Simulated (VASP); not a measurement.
PdIn: energy against volume

PdIn (CsCl type, Pm-3m, 17.133 Å³/atom and stress up to 0.01 GPa in the relaxed cell, cube axes along x, y and z) under an equal strain ε along all three axes. PBEsol in VASP (plane waves, PAW), 480 eV, 14×14×14 Γ-centred mesh, Methfessel-Paxton smearing 0.10 eV; ions are relaxed, or left where forces stay under 0.02 eV/Å, within the symmetry of each cell.

Here V stands for volume and E for E less E0.

| volume (Å³/atom) | E less E0 (meV/atom) | pressure (GPa) |
|---|---|---|
| 15.6365 | ? | ? |
| 16.1251 | 29.43 | 9.91 |
| 16.3732 | 16.20 | 7.11 |
| 16.6238 | 7.06 | 4.52 |
| 16.8770 | 1.74 | 2.15 |
| 17.1327 | 0.00 | -0.01 |
| 17.3909 | 1.58 | -1.98 |
| 17.6518 | 6.24 | -3.76 |
| 17.9153 | 13.75 | -5.37 |
| 18.1813 | 23.86 | -6.83 |

### Question
Using the third-order Birch-Murnaghan form, a cubic in V^(-2/3), estimate the missing E at V = 15.6365 from the other rows, showing the fit.

### Answer
With u = V^(-2/3) - 0.151, the rows have u = 0.005675, 0.004088, 0.002525, 0.000986, -0.000530, -0.002023, -0.003495, -0.004945, -0.006373. Least squares gives E = 0.233 + 806.3·u + 738295·u² + 4672466·u³. Residuals (row less fit): -0.010, 0.013, 0.009, -0.010, -0.012, -0.005, 0.006, 0.016, -0.011; standard error 0.014 (degrees of freedom: 5). Its minimum lies at u = -0.000549, so V0 = (0.150451)^(-3/2) = 17.14. There d²E/du² = 1461000 and d³E/du³ = 2.803e7, so B0 = (4/9) × 17.14^(-7/3) × 1461000 × 0.160218 = 137 GPa (the last factor turns the table's units into GPa), and B0' = 4 + (2/3) × 0.150451 × (2.803e7)/1461000 = 5.9. B0' rests on the cubic coefficient alone and has a standard error of 0.1 from these residuals. At the withheld row, u = 0.008922, so E = 0.233 + 806.3 × 0.008922 + 738295 × 0.008922² + 4672466 × 0.008922³ = 69.515 meV/atom. The calculation gives 69.18 meV/atom, 0.335 meV/atom below the prediction (0.5 % of the range of E in the table). The row lies outside the fitted rows, so this is an extrapolation. From the scatter of the fitted rows alone, a prediction at this place has a standard error of 0.069 meV/atom, so the miss is 4.9 times that.

In a metal these values are sensitive to mesh and smearing; energies are taken to zero smearing, stresses follow the free energy. The runs aren't spin-polarised. Other structures, which can take over under pressure, weren't tried. The same form fitted to the pressure column gives B0' = 5.9; series where the two differ by over 0.4 aren't shown. For PdIn: the electron count is odd and the run is not spin-polarised, which forces a metal. Rows are the converged runs of the series near zero and its far end, less any whose ions stayed unrelaxed beside relaxed ones; series whose fitted rows scatter by over a few per cent of the range, as at a crossing or softening among them, aren't shown in this form.
